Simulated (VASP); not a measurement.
The system is Sc3Te.

```
Sc Te
1.0
     0.00000    3.56950    3.56950
     3.56950    0.00000    3.56950
     3.56950    3.56950    0.00000
Sc Te
3 1
Direct
  0.25000 0.25000 0.25000
  0.75000 0.75000 0.75000
  0.50000 0.50000 0.50000
  0.00000 0.00000 0.00000
```

The cell was built by a generator and needn't be a form met in nature.

Base run:

| Property | Result |
| --- | --- |
| Program | VASP 6.6.1 |
| Functional | PBE |
| Potentials or basis | VASP PAW PBE potentials, release 64 (Sc_sv, Te) |
| Cutoff | 520 eV |
| k mesh | 5 × 5 × 5 |
| Occupations | fermi-dirac, width 0.05 eV |
| Spin | no spin polarisation |
| Hubbard terms | Sc d U = 4 eV |

Its results: band gap on the k mesh none (metal or under the smearing width); pressure 8.0 GPa.

Task: After a change of settings the same cell gave: band gap on the k mesh none (metal or under the smearing width); pressure 12.3 GPa. Which change was it?
A. hubbard terms from Sc d U = 4 eV to Sc d U = 2 eV
B. hubbard terms from Sc d U = 4 eV to Sc d U = 6 eV
C. hubbard terms from Sc d U = 4 eV to none

Result: B.

Caveats: U without spin polarisation on a metal has little footing; the U is typed as a test and isn't derived for this compound.

Not every run made on this cell is shown here.
